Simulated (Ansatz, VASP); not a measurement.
**CsPbCl3 in two plane-wave programs**

Wanted: the spread between two codes on one cell, functional and k mesh. The cell is taken from a series of VASP runs on this material, whose earlier steps may have relaxed, scaled or displaced it; both programs get it as it stands.

Method: plane waves, with VASP 6.6.1 beside it; single point at PBEsol, single point at PBEsol, spin-orbit coupling and band structure at PBEsol, in Ansatz 0.2.0.

### 1. The starting structure

The structure is cubic, space group Pm-3m (No. 221). Conventional cell: a = 5.605 Å, b = 5.605 Å, c = 5.605 Å, α = 90.00°, β = 90.00°, γ = 90.00°. Nearest to Cs lie 12 Cl at 3.96 Å. Nearest to Pb lie 6 Cl at 2.80 Å. Nearest to Cl lie 2 Pb at 2.80 Å and 4 Cs at 3.96 Å. Farther neighbours and most contacts between anions are not listed.

Coordinates:

```xyz
5
Lattice="5.6050 0.0000 0.0000 0.0000 5.6050 0.0000 0.0000 0.0000 5.6050" Properties=species:S:1:pos:R:3 pbc="T T T"
Cs    0.0000    0.0000    0.0000
Pb    2.8025    2.8025    2.8025
Cl    2.8025    2.8025    0.0000
Cl    0.0000    2.8025    2.8025
Cl    2.8025    0.0000    2.8025
```

### 2. VASP: single point, PBEsol

With cell and atoms fixed, the geometry can't cause a difference; cores, projectors, grids and the points listed under the comparison can.

Lines of VASP's logs that name or quote its potential files are left out, and so is its time.

INCAR reads:

```
SYSTEM = CsPbCl3
PREC = Accurate
ENCUT = 400
EDIFF = 1E-08
NELM = 100
ISMEAR = 0
SIGMA = 0.02
LREAL = .FALSE.
ALGO = Normal
GGA = PS
NBANDS = 28
LORBIT = 11
LWAVE = .FALSE.
LCHARG = .FALSE.
KPAR = 4
```

POSCAR reads:

```
CsPbCl3
1.0
    5.6050000000      0.0000000000      0.0000000000
    0.0000000000      5.6050000000      0.0000000000
    0.0000000000      0.0000000000      5.6050000000
Cs Pb Cl
1 1 3
Direct
    0.0000000000      0.0000000000      0.0000000000
    0.5000000000      0.5000000000      0.5000000000
    0.5000000000      0.5000000000      0.0000000000
    0.0000000000      0.5000000000      0.5000000000
    0.5000000000      0.0000000000      0.5000000000
```

KPOINTS reads:

```
Automatic mesh
0
Gamma
6 6 6
0 0 0
```

KPOINTS_OPT reads:

```
points round the band edges
26
Reciprocal
  0.5000000000   0.5000000000   0.5000000000 1
  0.5000000000   0.5000000000   0.5000000000 1
  0.4928634924   0.5000000000   0.5000000000 1
  0.5071365076   0.5000000000   0.5000000000 1
  0.5000000000   0.4928634924   0.5000000000 1
  0.5000000000   0.5071365076   0.5000000000 1
  0.5000000000   0.5000000000   0.4928634924 1
  0.5000000000   0.5000000000   0.5071365076 1
  0.4732380963   0.5000000000   0.5000000000 1
  0.5267619037   0.5000000000   0.5000000000 1
  0.5000000000   0.4732380963   0.5000000000 1
  0.5000000000   0.5267619037   0.5000000000 1
  0.5000000000   0.5000000000   0.4732380963 1
  0.5000000000   0.5000000000   0.5267619037 1
  0.4928634924   0.5000000000   0.5000000000 1
  0.5071365076   0.5000000000   0.5000000000 1
  0.5000000000   0.4928634924   0.5000000000 1
  0.5000000000   0.5071365076   0.5000000000 1
  0.5000000000   0.5000000000   0.4928634924 1
  0.5000000000   0.5000000000   0.5071365076 1
  0.4732380963   0.5000000000   0.5000000000 1
  0.5267619037   0.5000000000   0.5000000000 1
  0.5000000000   0.4732380963   0.5000000000 1
  0.5000000000   0.5267619037   0.5000000000 1
  0.5000000000   0.5000000000   0.4732380963 1
  0.5000000000   0.5000000000   0.5267619037 1
```

Potentials, in the order of the species: Cs_sv, Pb_d and Cl (PBE family, release 64).

Command:

```
$ mpirun -np 4 vasp_std
```

Numbers of over 12 decimals in the logs are rounded to 6 here.

Output:

```text
[banner, memory and clock lines left out]
running    4 mpi-ranks, on    1 nodes
 distrk:  each k-point on    1 cores,    4 groups
 distr:  one band on    1 cores,    1 groups

 POSCAR found type information on POSCAR CsPbCl
 POSCAR found :  3 types and       5 ions
|                                                                             |
|               ----> ADVICE to this user running VASP <----                  |
|                                                                             |
|     You enforced a specific xc type in the INCAR file but a different       |
|     [... a line on the potential file left out ...]
|     I HOPE YOU KNOW WHAT YOU ARE DOING!                                     |
|                                                                             |

 LDA part: xc-table for (Slater+PW92), standard interpolation
 POSCAR, INCAR and KPOINTS ok, starting setup
 FFT: planning ... GRIDC
 FFT: planning ... GRID_SOFT
 FFT: planning ... GRID
 WAVECAR not read
 entering main loop
       N       E                     dE             d eps       ncg     rms          rms(c)
DAV:   1     0.371326490240E+03    0.37133E+03   -0.17118E+04  1120   0.119E+03
DAV:   2     0.236870694047E+02   -0.34764E+03   -0.33662E+03  1360   0.302E+02
DAV:   3    -0.175256255813E+02   -0.41213E+02   -0.40676E+02  1400   0.115E+02
DAV:   4    -0.190323910790E+02   -0.15068E+01   -0.15021E+01  1500   0.278E+01
DAV:   5    -0.190799293943E+02   -0.47538E-01   -0.47502E-01  1484   0.404E+00    0.536E+00
DAV:   6    -0.184086933100E+02    0.67124E+00   -0.13379E+00  1548   0.128E+01    0.336E+00
DAV:   7    -0.183750843308E+02    0.33609E-01   -0.49795E-01  1652   0.436E+00    0.158E+00
DAV:   8    -0.183836235714E+02   -0.85392E-02   -0.65484E-02  1568   0.211E+00    0.249E-01
DAV:   9    -0.183831350175E+02    0.48855E-03   -0.13232E-02  1704   0.950E-01    0.124E-01
DAV:  10    -0.183835311979E+02   -0.39618E-03   -0.13752E-03  1388   0.241E-01    0.398E-02
DAV:  11    -0.183836032816E+02   -0.72084E-04   -0.15478E-04  1576   0.950E-02    0.999E-03
DAV:  12    -0.183836073717E+02   -0.40902E-05   -0.26202E-05  1476   0.604E-02    0.417E-03
DAV:  13    -0.183836073464E+02    0.25355E-07   -0.21952E-06  1632   0.137E-02    0.244E-03
DAV:  14    -0.183836074260E+02   -0.79575E-07   -0.72121E-07  1440   0.101E-02    0.580E-04
DAV:  15    -0.183836074266E+02   -0.62437E-09   -0.60710E-08  1604   0.221E-03
   1 F= -.18383607E+02 E0= -.18383607E+02  d E =-.108818E-11
 Start KPOINTS_OPT (optional k-point list driver)
k-point batch [1-20\26]
       N       E                     dE             ncg
DAV:   1     0.997490416152E+03   -0.20377E+05     1120
DAV:   2    -0.572007197932E+04   -0.67176E+04     1368
DAV:   3    -0.660150235779E+04   -0.88143E+03     1412
DAV:   4    -0.663972420804E+04   -0.38222E+02     1316
DAV:   5    -0.664152650221E+04   -0.18023E+01     1504
DAV:   6    -0.664158150802E+04   -0.55006E-01     1516
DAV:   7    -0.664158353427E+04   -0.20262E-02     1552
DAV:   8    -0.664158358189E+04   -0.47619E-04     1532
DAV:   9    -0.664158358337E+04   -0.14832E-05     1328
DAV:  10    -0.664158358341E+04   -0.40064E-07      920
DAV:  11    -0.664158358341E+04   -0.36198E-08      812
k-point batch [21-26\26]
       N       E                     dE             ncg
DAV:   1     0.152015581645E+05   -0.59771E+04      336
DAV:   2     0.131678662504E+05   -0.20337E+04      408
DAV:   3     0.128976421840E+05   -0.27022E+03      412
DAV:   4     0.128865402482E+05   -0.11102E+02      404
DAV:   5     0.128860597729E+05   -0.48048E+00      436
DAV:   6     0.128860429992E+05   -0.16774E-01      464
DAV:   7     0.128860425547E+05   -0.44449E-03      460
DAV:   8     0.128860425481E+05   -0.66093E-05      448
DAV:   9     0.128860425479E+05   -0.24385E-06      384
DAV:  10     0.128860425478E+05   -0.90240E-08      272
```

Parts of OUTCAR (step 2):

```text
ion  position               nearest neighbor table
   1  0.000  0.000  0.000-
   2  0.500  0.500  0.500-   3 2.80   4 2.80   5 2.80   3 2.80   5 2.80   4 2.80
   3  0.500  0.500  0.000-   2 2.80   2 2.80
   4  0.000  0.500  0.500-   2 2.80   2 2.80
   5  0.500  0.000  0.500-   2 2.80   2 2.80

  LATTYP: Found a simple cubic cell.
 ALAT       =     5.6050000000

 Subroutine GETGRP returns: Found 48 space group operations
 (whereof 48 operations were pure point group operations)

The static configuration has the point symmetry O_h .

 Found     20 irreducible k-points:

   k-points           NKPTS =     20   k-points in BZ     NKDIM =     20   number of bands    NBANDS=     28

   dimension x,y,z NGX =    40 NGY =   40 NGZ =   40
   dimension x,y,z NGXF=    80 NGYF=   80 NGZF=   80

   ENCUT  =  400.0 eV  29.40 Ry    5.42 a.u.   9.14  9.14  9.14*2*pi/ulx,y,z

   NELECT =      44.0000    total number of electrons

 k-points in reciprocal lattice and weights: Automatic mesh
   0.00000000  0.00000000  0.00000000       0.005
   0.16666667  0.00000000  0.00000000       0.028
   0.33333333  0.00000000  0.00000000       0.028
   0.50000000  0.00000000  0.00000000       0.014
   0.16666667  0.16666667  0.00000000       0.056
   0.33333333  0.16666667  0.00000000       0.111
   0.50000000  0.16666667  0.00000000       0.056
   0.33333333  0.33333333  0.00000000       0.056
   0.50000000  0.33333333  0.00000000       0.056
[...]
0.50000000  0.50000000  0.33333333       0.028
   0.50000000  0.50000000  0.50000000       0.005

 average (electrostatic) potential at core
       1 -49.1193       2 -95.1084       3 -93.5837       4 -93.5837       5 -93.5837

 E-fermi :   1.7957

 k-point     1 :       0.0000    0.0000    0.0000
  band No.  band energies     occupation
    ...
     18      -0.9275      2.00000
     19      -0.9275      2.00000
     20      -0.8190      2.00000
     21      -0.8190      2.00000
     22      -0.8190      2.00000
     23       4.9180      0.00000
     24       5.9138      0.00000
     25       5.9138      0.00000
     26       6.8156      0.00000
     27       6.8156      0.00000
    ...

 k-point     2 :       0.1667    0.0000    0.0000
  band No.  band energies     occupation
    ...
     18      -0.9533      2.00000
     19      -0.9533      2.00000
     20      -0.8472      2.00000
     21      -0.8472      2.00000
     22      -0.8114      2.00000
     23       5.1798      0.00000
     24       6.0998      0.00000
     25       6.1119      0.00000
     26       6.8992      0.00000
     27       6.8994      0.00000
    ...

 k-point     3 :       0.3333    0.0000    0.0000
  band No.  band energies     occupation
    ...
     18      -1.0048      2.00000
     19      -1.0048      2.00000
     20      -0.9039      2.00000
     21      -0.9039      2.00000
     22      -0.4788      2.00000
     23       5.3599      0.00000
     24       6.0259      0.00000
     25       6.5686      0.00000
     26       6.6640      0.00000
     27       6.9659      0.00000
    ...

  Total        0.1710952      0.1710952      0.1710952     -0.0000000     -0.0000000     -0.0000000
  in kB        1.5567594      1.5567594      1.5567594     -0.0000000     -0.0000000     -0.0000000
  external PRESSURE =       1.5567594 kB  Pullay stress =       0.0000000 kB

  energy-cutoff  :      400.00
  volume of cell :      176.09
      direct lattice vectors                 reciprocal lattice vectors
     5.605000000  0.000000000  0.000000000     0.178412132  0.000000000  0.000000000
     0.000000000  5.605000000  0.000000000     0.000000000  0.178412132  0.000000000
     0.000000000  0.000000000  5.605000000     0.000000000  0.000000000  0.178412132

 POSITION                                       TOTAL-FORCE (eV/Angst)
 -----------------------------------------------------------------------------------
      0.00000      0.00000      0.00000         0.000000      0.000000      0.000000
      2.80250      2.80250      2.80250         0.000000      0.000000      0.000000
      2.80250      2.80250      0.00000         0.000000      0.000000      0.000000
      0.00000      2.80250      2.80250         0.000000      0.000000      0.000000
      2.80250      0.00000      2.80250         0.000000      0.000000      0.000000
 -----------------------------------------------------------------------------------
    total drift:                                0.000000      0.000000     -0.000000

  FREE ENERGIE OF THE ION-ELECTRON SYSTEM (eV)
  ---------------------------------------------------
  free  energy   TOTEN  =       -18.3836074266 eV

  energy  without entropy=      -18.3836074266  energy(sigma->0) =      -18.38360743

 total charge
# of ion       s       p       d       tot
------------------------------------------
    1        1.848   4.701   0.012   6.560
    2        1.505   0.453   9.859  11.816
    3        1.591   3.497   0.000   5.087
    4        1.591   3.497   0.000   5.087
    5        1.591   3.497   0.000   5.087
--------------------------------------------------
tot          8.124  15.643   9.870  33.638

[... 3 further parts left out ...]
```

The run ends at a pressure of 0.16 GPa.

### 3. Ansatz: single point, PBEsol

Ansatz runs on its default PAW (the set named soft_2) files.

The same cell, functional, mesh and smearing now go to Ansatz, which takes its cutoff from its data sets.

input.yaml reads:

```yaml
crystal:
  lattice:
    - [5.605, 0.0, 0.0]
    - [0.0, 5.605, 0.0]
    - [0.0, 0.0, 5.605]
  atoms:
    - { symbol: Cs, position: [0.0, 0.0, 0.0] }
    - { symbol: Pb, position: [0.5, 0.5, 0.5] }
    - { symbol: Cl, position: [0.5, 0.5, 0.0] }
    - { symbol: Cl, position: [0.0, 0.5, 0.5] }
    - { symbol: Cl, position: [0.5, 0.0, 0.5] }
hamiltonian:
  xc: pbesol
  pseudopotentials: { kind: paw }
kpoints:
  mp_grid: { grid: [6, 6, 6] }
scf:
  occupations: { method: gaussian, width: 0.02 }
  n_extra_bands: 5
output:
  forces: true
  stress: true
  eigenvalues: true
  write_density: true
  write_potential: true
  elf: true
  volumetric_format: npy
```

Command:

```
$ ansatz run input.yaml --threads 2 --pin off --max-ram 4608MiB --backend cpu --events-out ev --progress --plain --runs-dir out
```

Output:

```text
scf.n_extra_bands = 5 over 22 filled bands (N_el = 44.0): the run solves 27 bands
Engine: ansatz 0.2.0, aarch64-unknown-linux-gnu
Pseudopotentials: kind: paw
Pseudopotential: Cs, paw, valence charge 9, recommended cutoff 420 eV (normal), Cs.paw.azcp
Pseudopotential: Pb, paw, valence charge 14, recommended cutoff 420 eV (normal), Pb.paw.azcp
Pseudopotential: Cl, paw, valence charge 7, recommended cutoff 420 eV (normal), Cl.paw.azcp
Functional definition: PBEsol
  exchange = pbesol_x
  correlation = pbesol_c
Crystal: 5 atoms, lattice volume = 176.087 Å³
Basis set: ecut = 420 eV, 3407 PW (Γ), exchange–correlation on 80×80×80 points (8 copies of the dense FFT grid, shifted against one another)
Bands: 27, of which v1, the nominal top of the filled ones, is band 22 counted from 1 (21 counted from 0)
Symmetry: 48 space group operations
Space group: Pm-3m (ITA 221), of the structure as read, at distance tolerance 5.6e-5 Å
k-points: 20 of 216
Non-local potential: Cs, projectors of the file, l = 0: 3, l = 1: 2, l = 2: 2, l = 3: 2
Non-local potential: Pb, projectors of the file, l = 0: 2, l = 1: 2, l = 2: 2, l = 3: 2
Non-local potential: Cl, projectors of the file, l = 0: 2, l = 1: 2, l = 2: 2
PAW form: soft (Blöchl's): semilocal exchange-correlation on the pseudo side does not see the compensation charge
PAW frozen core: Cs, regenerated for the run's functional, and the local potential with it (the file was generated under x = pbe(κ = 0.804, μ = 0.219515), c = pbe(β = 0.066725))
PAW frozen core: Pb, regenerated for the run's functional, and the local potential with it (the file was generated under x = pbe(κ = 0.804, μ = 0.219515), c = pbe(β = 0.066725))
PAW frozen core: Cl, regenerated for the run's functional, and the local potential with it (the file was generated under x = pbe(κ = 0.804, μ = 0.219515), c = pbe(β = 0.066725))
PAW one-centre angular grid: Cs, 194 points (default); XC on 64 Gauss nodes
PAW one-centre angular grid: Pb, 590 points (default); XC on 64 Gauss nodes
PAW one-centre angular grid: Cl, 110 points (default); XC on 64 Gauss nodes
Initial density: superposition of atomic densities (neutral atoms: chi_scale 0, normalization atom), corrected by the library's trained network
Initial wavefunctions: pseudopotential atomic-orbital guess
Functional: x = pbesol(κ = 0.804, μ = 0.123457), c = pbesol(β = 0.046)
SCF iter   1: F=—  HF=-20530.632431 eV  |F-HF|=—  |Δ(HF+E_count)|=         —  Δρ=3.14e-3  dr2=2.73e-2  ethr=1.77e-3  ⟨swp⟩=8.3  Hψ=2871  notcnv=0
preconditioner: auto → Resta (q_TF=auto, 2.165 Å⁻¹)  ε∞=2.9  [insulator: Δε(μ)=1.740 eV  Ē_g=13.111 eV  σ=0.020 eV  W_gap=1.00  n_scr=26 (ndim 8)  ℏωp=18.1 eV  f_vac=0.062  D(μ)=0.00/eV (n_scr^D=0)  ε∞_Penn≈2.9]
SCF iter   2: F=—  HF=-20530.623598 eV  |F-HF|=—  |Δ(HF+E_count)|=   8.83e-3  Δρ=1.04e-3  dr2=2.20e-3  ethr=6.20e-5  ⟨swp⟩=2.8  Hψ=1020  notcnv=0  defer=20
SCF iter   3: F=—  HF=-20530.623242 eV  |F-HF|=—  |Δ(HF+E_count)|=   3.56e-4  Δρ=3.48e-4  dr2=1.68e-4  ethr=5.01e-6  ⟨swp⟩=2.0  Hψ=918  notcnv=0  defer=20
SCF iter   4: F=—  HF=-20530.623304 eV  |F-HF|=—  |Δ(HF+E_count)|=   6.17e-5  Δρ=8.94e-5  dr2=1.47e-5  ethr=3.82e-7  ⟨swp⟩=2.1  Hψ=916  notcnv=0  defer=20
SCF iter   5: F=—  HF=-20530.623307 eV  |F-HF|=—  |Δ(HF+E_count)|=   3.27e-6  Δρ=1.61e-5  dr2=4.46e-7  ethr=3.34e-8  ⟨swp⟩=2.0  Hψ=782  notcnv=0  defer=20
SCF iter   6: F=-20530.623308 eV  HF=-20530.623308 eV  |F-HF|=9.28e-9  |Δ(HF+E_count)|=   1.10e-6  Δρ=1.88e-6  dr2=9.90e-9  ethr=2.27e-10  ⟨swp⟩=14.4  Hψ=4465  notcnv=0
SCF 1 converged in 6 iterations: F = -20530.623308 eV  dr2 = 9.90e-9
  greatest PAW one-centre occupation: 0.983 electrons in one spin orbital (limit 2), on the Pb atom at site 1 (counted from 0), in its partial waves of l = 2
SCF converged after 6 iterations
Free energy (F): -20530.623308 eV
Harris-Foulkes:  -20530.623308 eV  (|F-HF|=9.28e-9)
Internal energy: -20530.623308 eV  (E = F + TS)
E sigma→0 (E₀):  -20530.623308 eV
Fermi energy:    4.920995 eV
--- Per-component energies (eV) ---
  E_band       = -237.631184
  E_kinetic    = 911.519514
  E_local      = -2669.438473  (includes V_loc(G=0)·N_el)
  E_nonlocal   = 470.247551
  E_hartree    = 1008.466061
  E_xc         = -710.459523
  E_vxc        = -623.666962  (∫ρ·V_xc dr)
  E_paw        = -17161.201034  (= ΣΔE_a)
  E_vpaw       = -343.226533  (= ΣTr[D̂ρ^β])
  E_aug_tail   = 0.000326  (compensation charges beyond the density's cutoff)
  E_ewald      = -2380.199303
  E_core_change = 0.441573  (= ΣΔE_core)
  E_smearing   = -0.000000  (= −TS)
  E_closure    = -0.000000  (closes the sum)
  Σ components = -20530.623308   (vs F -20530.623308, Δ=0.00e0)
--- Forces (eV/Å), atoms counted from 1 ---
  atom   1  Cs    -0.00000000     0.00000000     0.00000000
  atom   2  Pb     0.00000000     0.00000000     0.00000000
  atom   3  Cl     0.00000000    -0.00000000    -0.00000000
  atom   4  Cl     0.00000000    -0.00000000    -0.00000000
  atom   5  Cl    -0.00000000    -0.00000000     0.00000000
  max |Σ_I F_I| component: 2.51e-28 eV/Å
--- Stress (GPa, compression-positive) ---
        0.187195       0.000000       0.000000
        0.000000       0.187195       0.000000
        0.000000       0.000000       0.187195
  P = ⅓ Tr σ = 0.1872 GPa (1.872 kbar)
--- Band table (eV; the first three rows and the last of 20) ---
  k-point 0: bands = [... 18 lower, 1.3775, 1.4866, 1.4866, 1.4866, 7.2248, 8.2174, 8.2174, 9.1073, ... 1 higher]
  k-point 1: bands = [... 18 lower, 1.3520, 1.4585, 1.4585, 1.4944, 7.4866, 8.4021, 8.4146, 9.1919, ... 1 higher]
  k-point 2: bands = [... 18 lower, 1.3009, 1.4022, 1.4022, 1.8274, 7.6643, 8.3257, 8.8710, 8.9613, ... 1 higher]
  k-point 19: bands = [... 18 lower, 1.8140, 1.8140, 1.8140, 4.0212, 5.8210, 5.8210, 5.8210, 8.9913, ... 1 higher]
```

Elapsed: 4.5 s, on 2 threads of Arm Neoverse V1, shared host; peak memory 0.46 GiB; 8.8 s of CPU time.

The run ends at a pressure of 0.19 GPa.

### 4. Comparison

Known differences besides the potentials themselves: the cutoff is 420 eV in Ansatz and 400 eV in VASP; Ansatz makes its cores anew for this functional, VASP keeps those of its PBE data sets; VASP leaves aspherical gradient terms in its spheres out (LASPH is not set), Ansatz keeps them. Total energies have different zeros and are not compared.

Compared:

```tsv
quantity	Ansatz	VASP	difference
pressure (GPa)	0.19	0.16	+0.03
gap on the k mesh (eV)	1.800	1.808	-0.008
```

A gap on the mesh is an upper bound, since the band edges may lie between its points; neither run holds spin-orbit coupling, which can move the band edges of a compound of Pb.

[end of part 1 of 2]

[Lines on the potential files, build, host, timing and source positions are cut from VASP's logs without a mark.]

[Logs are printed without paths, hosts, clocks, repeated set-up lines and the standing remarks that a program may print on its own settings, such as how far it seeks lower states.]

[Hosts, paths, dates, database ids (printed as entryN), source tags and the programs' standing remarks are cut or masked in the printed files.]
